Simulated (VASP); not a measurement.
Consider the following.

```
TaN
1.0
    2.72596     0.00000     0.00000
    0.00000     2.72596     0.00000
    0.00000     0.00000     2.72596
Ta N
1 1
Cartesian
  0.00000   0.00000   0.00000
  1.36298   1.36298   1.36298
```

The numbers are results of PBEsol GGA, VASP's PBE PAW potentials (set 64) (plane waves; VASP 6.6.1), not measurements. Settings: 520 eV cut-off, Gaussian smearing of 0.050 eV, potentials Ta_pv N.

Unless said otherwise, spin-orbit coupling is left out, though it shifts the bands of the heavy elements here.

Q: Estimate the band gap (along the path) with the smallest direct gap where there is one.

A: 
| Item | Value |
|---|---|
| band gap (along the path) | none (metal, semimetal or under 0.01 eV) |

Total energies compare only between runs with the same potentials, cut-off and functional.

The structure was generated: TaN was put into the CsCl type type (Pm-3m), which need not be its known phase. It was relaxed first, which changed the volume by -34 %.
